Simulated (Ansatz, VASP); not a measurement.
# Ti: VASP beside Ansatz, part 2 of 2

One calculation is typed for both programs; each brings its own data sets. How far apart do they land? The structure shown is the end of the Ansatz relaxation below.

VASP 6.6.1 and Ansatz 0.2.0.

So far. Step 3 (VASP: single point, PBEsol, pair 1): The run ends at a pressure of 4.64 GPa.

### 6. VASP: single point, PBEsol, pair 2 (continued)

Level of this step: PBEsol; plane waves and PAW (Ti_sv) (VASP).

Numbers of over 12 decimals in the logs are rounded to 6 here.

OUTCAR, selected parts (step 6):

```text
  Total        2.7243349      2.7243349      2.7286891      0.0000000     -0.0000000      0.0000000
  in kB      144.9374397    144.9374397    145.1690911      0.0000000     -0.0000000      0.0000000
  external PRESSURE =     145.0146568 kB  Pullay stress =       0.0000000 kB

 POSITION                                       TOTAL-FORCE (eV/Angst)
 -----------------------------------------------------------------------------------
      0.00000      1.61514      3.33257        -0.000000      0.000000      0.000000
      1.39875      0.80757      1.11086         0.000000     -0.000000      0.000000
 -----------------------------------------------------------------------------------
    total drift:                               -0.000000     -0.000000      0.000000

  FREE ENERGIE OF THE ION-ELECTRON SYSTEM (eV)
  ---------------------------------------------------
  free  energy   TOTEN  =       -16.5493440607 eV

  energy  without entropy=      -16.5337966690  energy(sigma->0) =      -16.54157036

[... 1 part as in an earlier step ...]

[... 2 further parts left out ...]
[key lines of the parts left out:]
E-fermi :   9.8001
```

The run ends at a pressure of 14.50 GPa.

### 7. Side by side

Both answers:

| quantity | Ansatz | VASP | difference |
| --- | --- | --- | --- |
| pressure (GPa) | 15.00 | 14.50 | +0.50 |

### 8. Ansatz: relaxation, PBEsol

This run makes the geometry at which the two programs are then compared. The cell compared in this pair holds 34.65 Å³, against 30.12 Å³ for the pair before.

The structure compared here is the end of the Ansatz relaxation.

Input file input.yaml:

```yaml
crystal:
  lattice:
    - [2.9009638737, 0.0, 0.0]
    - [-1.4504819368, 2.5123084101, 0.0]
    - [0.0, 0.0, 4.5886504232]
  atoms:
    - { symbol: Ti, position: [0.3333333333, 0.6666666667, 0.75] }
    - { symbol: Ti, position: [0.6666666667, 0.3333333333, 0.25] }
kpoints:
  mp_grid: { grid: [17, 17, 10] }
scf:
  occupations: { method: fermi_dirac, width: 0.05 }
hamiltonian:
  xc: pbesol
  pseudopotentials: { kind: paw, azcp: { folder: soft_1 }, xc_functional: pbe }
basis:
  ecutwfc: 600
output:
  forces: true
  stress: true
  write_density: true
  write_potential: true
  elf: true
  volumetric_format: npy
relax:
  f_tol: 0.005
  max_steps: 70
  cell: { stress_tol: 0.02, p_target: -4 }
```

Command:

```bash
$ ansatz run input.yaml --threads 4 --pin off --max-ram 10240MiB --backend cpu --events-out ev --progress --plain --runs-dir out
```

Output:

```text
[...]
Crystal: 2 atoms, lattice volume = 33.443 Å³
Basis set: ecut = 600 eV, 1093 PW (Γ), exchange–correlation on 48×48×80 points (8 copies of the dense FFT grid, shifted against one another)
Bands: 16, of which v1, the nominal top of the filled ones, is band 12 counted from 1 (11 counted from 0)
Symmetry: 24 space group operations
[...]
k-points: 198 of 2890
[...]
k-point 197: bands = [... 8 lower, 11.7828, 11.7828, 12.2762, 12.2762, 12.9795, 12.9795, 14.8920, 14.8920]
--- Relaxed structure (5 steps of the walk, 5 accepted, 1 SCFs on fresh bases) ---
[...]
cell:  # Å, volume = 34.6546 Å³
    - [2.936381, -2.92199984124042e-11, 0]
    - [-1.468191, 2.542981, 0]
    - [0, 0, 4.640935]
  atoms:
    - { symbol: Ti, position: [0.333333, 0.666667, 0.75] }
    - { symbol: Ti, position: [0.666667, 0.333333, 0.250000] }
[key lines of the parts left out:]
SCF converged after 7 iterations
Free energy (F): -4947.796441 eV
Fermi energy:    13.205914 eV
P = ⅓ Tr σ = -3.9989 GPa (-39.989 kbar)
```

### 9. VASP: single point, PBEsol, pair 3

The same cell, functional, mesh and smearing now go to VASP, with its own data sets.

Input file INCAR:

```
SYSTEM = Ti
PREC = Accurate
ENCUT = 500
EDIFF = 1E-06
NELM = 120
ISMEAR = -1
SIGMA = 0.05
LREAL = .FALSE.
ALGO = Normal
GGA = PS
NBANDS = 18
LASPH = .TRUE.
LORBIT = 11
LWAVE = .FALSE.
LCHARG = .FALSE.
ISIF = 2
GGA_COMPAT = .FALSE.
KPAR = 2
```

Input file POSCAR:

```
Ti
1.0
    2.9363810073      0.0000000000      0.0000000000
   -1.4681905036      2.5429805475      0.0000000000
    0.0000000000      0.0000000000      4.6409354894
Ti
2
Direct
    0.3333333334      0.6666666668      0.7500000000
    0.6666666668      0.3333333334      0.2500000000
```

Input file KPOINTS:

```
Automatic mesh
0
Gamma
17 17 10
0 0 0
```

Potentials, in the order of the species: Ti_sv (PBE family, release 64).

Command:

```bash
$ mpirun -np 2 vasp_std
```

Output:

```text
[... set-up lines as in an earlier step ...]
 entering main loop
       N       E                     dE             d eps       ncg     rms          rms(c)
DAV:   1     0.252678034568E+03    0.25268E+03   -0.13038E+04  7128   0.162E+03
DAV:   2     0.105420719996E+02   -0.24214E+03   -0.23901E+03  7262   0.449E+02
DAV:   3    -0.178172206646E+02   -0.28359E+02   -0.28021E+02 13458   0.126E+02
DAV:   4    -0.189735123533E+02   -0.11563E+01   -0.11552E+01  8176   0.267E+01
[...]
DAV:  11    -0.166701854715E+02   -0.95623E-04   -0.28034E-04  8528   0.118E-01    0.302E-02
DAV:  12    -0.166701799311E+02    0.55403E-05   -0.35481E-05  9518   0.456E-02    0.970E-03
DAV:  13    -0.166701798302E+02    0.10092E-06   -0.11302E-06  5476   0.103E-02
   1 F= -.16670180E+02 E0= -.16661370E+02  d E =-.176198E-01
```

Parts of OUTCAR (step 9):

```text
  Total       -0.9144216     -0.9144216     -0.9161557     -0.0000000      0.0000000      0.0000000
  in kB      -42.2762128    -42.2762128    -42.3563839     -0.0000000      0.0000000      0.0000000
  external PRESSURE =     -42.3029365 kB  Pullay stress =       0.0000000 kB

 POSITION                                       TOTAL-FORCE (eV/Angst)
 -----------------------------------------------------------------------------------
      0.00000      1.69532      3.48070         0.000000     -0.000000      0.000000
      1.46819      0.84766      1.16023        -0.000000      0.000000      0.000000
 -----------------------------------------------------------------------------------
    total drift:                               -0.000000     -0.000000      0.000000

  FREE ENERGIE OF THE ION-ELECTRON SYSTEM (eV)
  ---------------------------------------------------
  free  energy   TOTEN  =       -16.6701798302 eV

  energy  without entropy=      -16.6525600511  energy(sigma->0) =      -16.66136994

[... 1 part as in an earlier step ...]

[... 2 further parts left out ...]
[key lines of the parts left out:]
E-fermi :   8.2389
```

The run ends at a pressure of -4.23 GPa.

### 10. Comparison

The two programs side by side:

| quantity | Ansatz | VASP | difference |
| --- | --- | --- | --- |
| pressure (GPa) | -4.00 | -4.23 | +0.23 |

### 11. Results

```yaml
difference_in_pressure_single_point_pbesol_pair_1: 0.36 GPa
difference_in_pressure_single_point_pbesol_pair_2: 0.50 GPa
difference_in_pressure_single_point_pbesol_pair_3: 0.23 GPa
```

What this shows: The difference in pressure is 0.50 GPa (single point, PBEsol, pair 2), within the 1 GPa picked in this series as the mark of a large difference. 3 further runs of this series are not shown here. Such differences can come from data sets, numerical settings and the points named under the comparisons, not from the functional's error against experiment.

[Lines on the potential files, build, host, timing and source positions are cut from VASP's logs without a mark.]

[Logs are printed without paths, hosts, clocks, repeated set-up lines and the standing remarks that a program may print on its own settings, such as how far it seeks lower states.]

[Hosts, paths, dates, database ids (printed as entryN), source tags and the programs' standing remarks are cut or masked in the printed files.]
